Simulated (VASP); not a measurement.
```xyz
3
Lattice="4.8158 0.0000 0.0000 -2.4079 4.1706 0.0000 0.0000 0.0000 2.6465" Properties=species:S:1:pos:R:3 pbc="T T T"
Nb     0.0000     0.0000     0.0000
Nb     0.0000     2.7804     1.3232
Nb     2.4079     1.3902     1.3232
```

Calculation: PBEsol GGA, VASP's PBE PAW potentials (set 64) (plane waves; VASP). Run with 400 eV cut-off, Gaussian smearing of 0.050 eV, potentials Nb_sv.

Task: What does the run give for the band gap (along the path) with the smallest direct gap where there is one?

Result: 
```json
{
  "band gap (along the path)": "none (metal, semimetal or under 0.01 eV)"
}
```

Only differences to runs with the same potentials and settings are physical.

The structure was generated: Nb was put into the omega type (P6/mmm), which need not be its known phase. It was relaxed first.
